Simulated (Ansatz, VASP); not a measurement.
YSc in VASP and in Ansatz

```
Y Sc
1.0
     3.39854    0.00000    0.00000
    -1.69927    2.94322    0.00000
     0.00000    0.00000    5.23187
Y Sc
1 1
Direct
  0.00000 0.00000 0.00000
  0.33333 0.66667 0.50000
```

Alike in both runs: functional LDA; k mesh 15 × 15 × 8; occupations gaussian, width 0.1 eV; no spin polarisation.

Ansatz relaxed the structure, and its values are those at the end. VASP's run is a single point on that final structure, the one shown.

|  | VASP | Ansatz |
| --- | --- | --- |
| version | VASP 6.6.1 | Ansatz 0.2.0 |
| potentials or method | VASP PAW LDA potentials, release 64 (Y_sv, Sc_sv) | scalar-relativistic, plane waves, PAW |
| plane-wave cutoff (eV) | 520 | 420 |
| valence electrons in the cell | 22 | 22 |

```tsv
	VASP	Ansatz	Ansatz less VASP
gap on the k mesh at the Fermi level (eV)	none	none	-
pressure (GPa)	-0.1	0.0	+0.07
```

A gap of «none» marks a metal or a gap that the smearing closes.
